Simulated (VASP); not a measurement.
Here is the system:

```yaml
crystal:
  lattice:
    - [-1.60875, 1.60875, 1.60875]
    - [1.60875, -1.60875, 1.60875]
    - [1.60875, 1.60875, -1.60875]
  atoms:
    - { symbol: W, position: [0.00000, 0.00000, 0.00000] }
```

Calculation: optB88-vdW, VASP's PBE PAW potentials (set 64) (plane waves; VASP 6.6.1). Run with 520 eV cut-off, 16×16×16 Γ-centred mesh, first-order Methfessel-Paxton smearing of 0.10 eV, potentials W_sv.

Problem. Give the stress tensor in GPa (positive for a compressed cell).

Solution. 
```
-9.00   0.00   0.00
 0.00  -9.00   0.00
 0.00   0.00  -9.00
```
The pressure is its mean diagonal, -9.00 GPa.

The compound is W in the bcc structure. This cell is one point of a volume scan, at 1.03 of the reference volume.
